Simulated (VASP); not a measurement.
A run of VASP 6.6.1:

Contents of INCAR:

```
SYSTEM = La3Te4
ALGO = Normal
EDIFF = 1E-6
EDIFFG = -0.01
ENCUT = 600
GGA = CA
IBRION = 2
ISIF = 3
ISMEAR = 1
KPAR = 4
LASPH = .True.
LCHARG = .False.
LREAL = .False.
LWAVE = .False.
NELM = 80
NSW = 90
PREC = Accurate
SIGMA = 0.1
```

The input KPOINTS:

```
k-points
0
Gamma
  6 6 6
  0 0 0
```

POSCAR

```
La3Te4
1.0
   -4.8095000000      4.8095000000      4.8095000000
    4.8095000000     -4.8095000000      4.8095000000
    4.8095000000      4.8095000000     -4.8095000000
La Te
6 8
Direct
    0.2500000000      0.6250000000      0.3750000000
    0.3750000000      0.2500000000      0.6250000000
    0.7500000000      0.8750000000      0.1250000000
    0.1250000000      0.7500000000      0.8750000000
    0.6250000000      0.3750000000      0.2500000000
    0.8750000000      0.1250000000      0.7500000000
    0.1660000000      0.1660000000      0.1660000000
    0.8340000000      0.5000000000      0.0000000000
    0.5000000000      0.0000000000      0.3340000000
    0.0000000000      0.8340000000      0.5000000000
    0.3340000000      0.5000000000      0.0000000000
    0.6660000000      0.6660000000      0.6660000000
    0.0000000000      0.3340000000      0.5000000000
    0.5000000000      0.0000000000      0.8340000000
```

Potentials or basis: VASP PAW LDA potentials, release 64 (La, Te).

The run is started by

```sh
$ cat potpaw_LDA.64/La/POTCAR potpaw_LDA.64/Te/POTCAR > POTCAR
$ mpirun -np 4 vasp_std > vasp.out
```

Hardware: 4 MPI ranks on Intel(R) Xeon(R) 6975P-C (Granite Rapids), on a shared host.

How long does it take, and how much memory?

It took 24 min on 4 MPI ranks on Intel(R) Xeon(R) 6975P-C (Granite Rapids) (shared host), peak memory 0.97 GiB a rank. Counts: scf iterations 102, k points 16, ion steps 8.
